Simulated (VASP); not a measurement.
The input files of a VASP run:

File KPOINTS:
```
Automatic mesh
0
Gamma
6 6 4
0 0 0
```

### INCAR
```
SYSTEM = ZrSe2
PREC = Accurate
ENCUT = 520
EDIFF = 1E-6
NELM = 100
ALGO = Normal
LREAL = .FALSE.
LASPH = .TRUE.
ISMEAR = 0
SIGMA = 0.05
GGA = ML
ZAB_VDW = -1.8867
LUSE_VDW = .TRUE.
AGGAC = 0.0
LMAXMIX = 4
LWAVE = .FALSE.
LCHARG = .FALSE.
IBRION = 2
ISIF = 3
NSW = 60
EDIFFG = -0.02
```

POSCAR:
```
ZrSe2
1.0
  1.8755562595  -3.2485589582   0.0000000000
  1.8755562595   3.2485589582   0.0000000000
  0.0000000000   0.0000000000   6.1595067171
Zr Se
1 2
Cartesian
  1.8755562595   3.2485589582   6.1595067171
  1.8755562595   1.0828551518   1.5759429126
  1.8755562595  -1.0828551518   4.5835638045
```

POTCAR, in this order: Zr_sv Se (PBE.64 set). Program: vasp_std.

Problem. Write an equivalent input for Quantum ESPRESSO's pw.x.

Solution. One equivalent input (not run):
```
&CONTROL
  calculation = 'vc-relax'
  pseudo_dir = './pseudo'
  outdir = './out'
  tprnfor = .true.
  tstress = .true.
  nstep = 60
  forc_conv_thr = 0.00078
/
&SYSTEM
  ibrav = 0
  nat = 3
  ntyp = 2
  ecutwfc = 86
  occupations = 'smearing'
  smearing = 'gaussian'
  degauss = 0.003675
  input_dft = 'vdw-df2'
/
&ELECTRONS
  conv_thr = 7.3e-08
  electron_maxstep = 100
/
&IONS
/
&CELL
/
ATOMIC_SPECIES
  Zr 91.224 Zr.upf
  Se 78.971 Se.upf
CELL_PARAMETERS angstrom
     1.8755563   -3.2485590    0.0000000
     1.8755563    3.2485590   -0.0000000
    -0.0000000    0.0000000    6.1595067
ATOMIC_POSITIONS crystal
  Zr   0.0000000  1.0000000  1.0000000
  Se   0.3333330  0.6666670  0.2558554
  Se   0.6666670  0.3333330  0.7441446
K_POINTS automatic
  6 6 4 0 0 0
```
Limits of the translation: the potentials are each code's own (VASP's PAW set, PseudoDojo norm-conserving files in pw.x), so ENCUT and ecutwfc are chosen apart and not converted; conv_thr bounds pw.x's estimated SCF error, while EDIFF bounds the energy change between steps; forc_conv_thr acts on force components and is met together with etot_conv_thr.

The compound is ZrSe2 in the 1T layered structure. This run relaxes it. Symmetry was kept, so distortions that lower it aren't found.
